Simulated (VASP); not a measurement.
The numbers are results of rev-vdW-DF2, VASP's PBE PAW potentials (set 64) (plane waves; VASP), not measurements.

A VASP calculation is set up with these files.

### POSCAR
```
Ni
1
    0.0000000000     1.7790552128     1.7790552128
    1.7790552128     0.0000000000     1.7790552128
    1.7790552128     1.7790552128     0.0000000000
Ni
1
Direct
  0.0000000000   0.0000000000   0.0000000000
```

File KPOINTS:
```
kpoints
0
Gamma
  18 18 18
0 0 0
```

INCAR:
```
SYSTEM=Ni
PREC=Accurate; ENCUT=520; LREAL=.False.
LASPH=.True.
EDIFF=1E-7; NELM=100; ALGO=Normal
LMAXMIX=4
ISMEAR=1; SIGMA=0.1
GGA=MK; LUSE_VDW=.True.; AGGAC=0.0
PARAM1=0.1234568; PARAM2=0.7114; ZAB_VDW=-1.8867
ISPIN=2; MAGMOM=0.6
ISIF=2
LWAVE=.False.; LCHARG=.False.; LORBIT=10
```

POTCAR, in this order: Ni (PBE.64 set). Program: vasp_std.

Output

**OUTCAR**
```
 ion  position               nearest neighbor table
   1  0.000  0.000  0.000-
  LATTYP: Found a face centered cubic cell.
 ALAT       =     3.5581104256
 Subroutine PRICEL returns:
 Original cell was already a primitive cell.
 Subroutine GETGRP returns: Found 48 space group operations
The static configuration has the point symmetry O_h .
The dynamic configuration has the point symmetry O_h .
The overall configuration has the point symmetry O_h .
 Subroutine INISYM returns: Found 48 space group operations
 Subroutine IBZKPT returns following result:
 Found    195 irreducible k-points:

 Following reciprocal coordinates:
            Coordinates               Weight
  0.000000  0.000000  0.000000      1.000000
  0.055556  0.000000  0.000000      8.000000
  0.111111  0.000000  0.000000      8.000000
  0.166667  0.000000  0.000000      8.000000
  0.222222  0.000000  0.000000      8.000000
  0.277778  0.000000  0.000000      8.000000
  0.333333  0.000000  0.000000      8.000000
  0.388889  0.000000  0.000000      8.000000
  0.444444  0.000000  0.000000      8.000000
  0.500000  0.000000  0.000000      4.000000
  0.055556  0.055556  0.000000      6.000000
  0.111111  0.055556  0.000000     24.000000
  0.166667  0.055556  0.000000     24.000000
  0.222222  0.055556  0.000000     24.000000
  0.277778  0.055556  0.000000     24.000000
  0.333333  0.055556  0.000000     24.000000
  0.388889  0.055556  0.000000     24.000000
  0.444444  0.055556  0.000000     24.000000
  0.500000  0.055556  0.000000     24.000000
 -0.444444  0.055556  0.000000     24.000000
 -0.388889  0.055556  0.000000     24.000000
 -0.333333  0.055556  0.000000     24.000000
 -0.277778  0.055556  0.000000     24.000000
 -0.222222  0.055556  0.000000     24.000000
 -0.166667  0.055556  0.000000     24.000000
 -0.111111  0.055556  0.000000     24.000000
 -0.055556  0.055556  0.000000     12.000000
  0.111111  0.111111  0.000000      6.000000
  0.166667  0.111111  0.000000     24.000000
  0.222222  0.111111  0.000000     24.000000
  0.277778  0.111111  0.000000     24.000000
  0.333333  0.111111  0.000000     24.000000
  0.388889  0.111111  0.000000     24.000000
  0.444444  0.111111  0.000000     24.000000
  0.500000  0.111111  0.000000     24.000000
 -0.444444  0.111111  0.000000     24.000000
 -0.388889  0.111111  0.000000     24.000000
 -0.333333  0.111111  0.000000     24.000000
 -0.277778  0.111111  0.000000     24.000000
 -0.222222  0.111111  0.000000     24.000000
   k-points           NKPTS =    195   k-points in BZ     NKDIM =    195   number of bands    NBANDS=      9
   number of dos      NEDOS =    301   number of ions     NIONS =      1
   total plane-waves  NPLWV =   8000
   dimension x,y,z NGX =    20 NGY =   20 NGZ =   20
   dimension x,y,z NGXF=    40 NGYF=   40 NGZF=   40
   ions per type =               1
   PREC   = accura    normal or accurate (medium, high low for compatibility)
   ISTART =      0    job   : 0-new  1-cont  2-samecut
   ICHARG =      2    charge: 1-file 2-atom 10-const
   ISPIN  =      2    spin polarized calculation?
   LNONCOLLINEAR =      F non collinear calculations
   LSORBIT =      F    spin-orbit coupling
   INIWAV =      1    electr: 0-lowe 1-rand  2-diag
   ENCUT  =  520.0 eV  38.22 Ry    6.18 a.u.   4.68  4.68  4.68*2*pi/ulx,y,z
   NELM   =    100;   NELMIN=  2; NELMDL= -5     # of ELM steps
   EDIFF  = 0.1E-06   stopping-criterion for ELM
   LREAL  =      F    real-space projection
   NLSPLINE    = F    spline interpolate recip. space projectors
   LMAXMIX     =    4 max onsite mixed and CHGCAR
...
```

### OSZICAR
```
       N       E                     dE             d eps       ncg     rms          rms(c)
DAV:   1     0.259284518709E+02    0.25928E+02   -0.48161E+03  7108   0.141E+03
DAV:   2    -0.369906146691E+01   -0.29628E+02   -0.28622E+02  7072   0.167E+02
DAV:   3    -0.413749827772E+01   -0.43844E+00   -0.43677E+00  8229   0.269E+01
DAV:   4    -0.414151912316E+01   -0.40208E-02   -0.40204E-02  8111   0.226E+00
DAV:   5    -0.414161880969E+01   -0.99687E-04   -0.99683E-04  8022   0.311E-01    0.956E+00
DAV:   6    -0.351968397136E+01    0.62193E+00   -0.17783E+01  7362   0.677E+01    0.614E+00
DAV:   7    -0.315051759288E+01    0.36917E+00   -0.31697E+00  7401   0.269E+01    0.174E+00
DAV:   8    -0.313627782235E+01    0.14240E-01   -0.18658E-02 10025   0.156E+00    0.872E-01
DAV:   9    -0.313386806118E+01    0.24098E-02   -0.17930E-03 10296   0.427E-01    0.245E-01
DAV:  10    -0.313326172308E+01    0.60634E-03   -0.78796E-04  9288   0.245E-01    0.321E-02
DAV:  11    -0.313326084025E+01    0.88283E-06   -0.22085E-05  9066   0.522E-02    0.332E-02
DAV:  12    -0.313326238370E+01   -0.15434E-05   -0.10712E-06  8879   0.124E-02    0.898E-03
DAV:  13    -0.313326270277E+01   -0.31908E-06   -0.37705E-07  7721   0.720E-03    0.250E-03
DAV:  14    -0.313326264058E+01    0.62190E-07   -0.76017E-09  3626   0.130E-03
   1 F= -.31332626E+01 E0= -.31333400E+01  d E =0.232122E-03  mag=     0.6141
```

**OUTCAR**
```
------------------------ aborting loop because EDIFF is reached ----------------------------------------
  FORCE on cell =-STRESS in cart. coord.  units (eV):
  Direction    XX          YY          ZZ          XY          YZ          ZX
  --------------------------------------------------------------------------------------
  Total       -0.7356000     -0.7356000     -0.7356000      0.0000000     -0.0000000     -0.0000000
  in kB     -104.6535655   -104.6535655   -104.6535655      0.0000000     -0.0000000     -0.0000000
  external PRESSURE =    -104.6535655 kB  Pullay stress =       0.0000000 kB
  volume of cell :       11.26
      direct lattice vectors                 reciprocal lattice vectors
     0.000000000  1.779055213  1.779055213    -0.281048051  0.281048051  0.281048051
     1.779055213  0.000000000  1.779055213     0.281048051 -0.281048051  0.281048051
     1.779055213  1.779055213  0.000000000     0.281048051  0.281048051 -0.281048051
 POSITION                                       TOTAL-FORCE (eV/Angst)
 -----------------------------------------------------------------------------------
      0.00000      0.00000      0.00000         0.000000      0.000000      0.000000
 -----------------------------------------------------------------------------------
    total drift:                               -0.000000     -0.000000     -0.000000
  FREE ENERGIE OF THE ION-ELECTRON SYSTEM (eV)
  ---------------------------------------------------
  free  energy   TOTEN  =        -3.1332626406 eV

  energy  without entropy=       -3.1334947627  energy(sigma->0) =       -3.13334001

 total charge

# of ion       s       p       d       tot
------------------------------------------
    1        0.485   0.465   8.318   9.267

 magnetization (x)

# of ion       s       p       d       tot
------------------------------------------
    1       -0.007  -0.022   0.655   0.626
```
(Selected blocks of OUTCAR.)

The compound is Ni in the fcc structure. This cell is one point of a volume scan, at 1.06 of the reference volume.
